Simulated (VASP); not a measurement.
A cell of Tc (hcp) near equilibrium:

```yaml
crystal:
  lattice:
    - [1.35890, -2.35368, 0.00000]
    - [1.35890, 2.35368, 0.00000]
    - [0.00000, 0.00000, 4.35364]
  atoms:
    - { symbol: Tc, position: [0.33333, 0.66667, 0.25000] }
    - { symbol: Tc, position: [0.66667, 0.33333, 0.75000] }
```

Calculation: PBEsol GGA, VASP's PBE PAW potentials (set 64) (plane waves; VASP).

```tsv
run	ΔE (meV/atom)	σxx	σyy	σzz	largest shear component, with its sign (GPa)	largest force (eV/Å)
as it is	0.0	0.73	0.73	0.69	0.00	0.000
after one change	8.2	1.07	0.97	1.30	2.40	0.361
```
Stress is in GPa, positive when the cell is compressed.

Problem. Which change was made?
A. atom 2 (Tc) moved by -0.075 Å along y
B. atom 1 (Tc) moved by 0.100 Å along x
C. isotropic strain of +2.0 %
D. biaxial strain of +3.0 % in the xz plane

Solution. B, atom 1 (Tc) moved by 0.100 Å along x

The compound is Tc in the hcp structure.
